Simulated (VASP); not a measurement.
Energy against volume of Pb (fcc). Method: revTPSS meta-GGA, VASP's PBE PAW potentials (set 64) (plane waves; VASP).

| V (Å³/atom) | E (eV/atom) |
|---|---|
| 28.364 | 40.12983 |
| 29.270 | 40.11561 |
| 30.175 | 40.11082 |
| 31.080 | 40.11408 |
| 31.985 | 40.12412 |

**Question.** Fit a third-order Birch-Murnaghan equation of state.

**Answer.** 
The volume per atom comes out as 30.24 Å^3/atom. The bulk modulus is 46.8 GPa, the pressure derivative of the bulk modulus is 4.50 and the lattice constant a is 0.4945 nm.

Measured: bulk modulus 47.0 GPa at 0 K (computed value off by -0.5 %), as given by H. Levämäki et al., Physical Review B (2014), arXiv:1402.3671 [corrected for temperature and zero-point phonon effects]; a 4.902 Å at 0 K (computed value off by +0.9 %), as given by Gábor I. Csonka et al., Physical Review B (2009), arXiv:0903.4037 [low-temperature or extrapolated to 0 K; zero-point anharmonic expansion removed].

The compound is Pb in the fcc structure. It was relaxed first.
